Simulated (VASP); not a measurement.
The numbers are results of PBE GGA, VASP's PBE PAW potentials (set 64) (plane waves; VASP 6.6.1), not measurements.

VASP ran on this input.

### INCAR
```
SYSTEM = CdSe
PREC = Normal
ENCUT = 400
EDIFF = 1E-5
NELM = 100
ALGO = Fast
LREAL = .FALSE.
LASPH = .TRUE.
ISMEAR = 0
SIGMA = 0.05
GGA = PE
LMAXMIX = 4
LWAVE = .FALSE.
LCHARG = .FALSE.
NELMIN = 4
IBRION = 2
ISIF = 2
NSW = 20
EDIFFG = -0.03
```

### KPOINTS
```
Automatic mesh
0
G
8 8 8
0 0 0
```

### POSCAR
```
CdSe
1
   -0.0000000000     3.1033551201     3.1033551201
    3.1033551201    -0.0000000000     3.1033551201
    3.1033551201     3.1033551201    -0.0000000000
Cd Se
1 1
Direct
  0.0000000000   0.0000000000   0.0000000000
  0.7500000000   0.7500000000   0.7500000000
```

POTCAR, in this order: Cd Se (PBE.64 set). Program: vasp_std.

Task: What will the output report for the number of irreducible k-points (NKPTS), largest plane-wave count, number of space-group operations, FFT grid (NGX, NGY, NGZ)?

Result: 
number of irreducible k-points (NKPTS): 29
largest plane-wave count: 1106
number of space-group operations: 24
FFT grid (NGX, NGY, NGZ): 24 × 24 × 24

The compound is CdSe in the zinc blende structure, whereas wurtzite is the usual form. It was relaxed first, which changed the volume by +8 %.
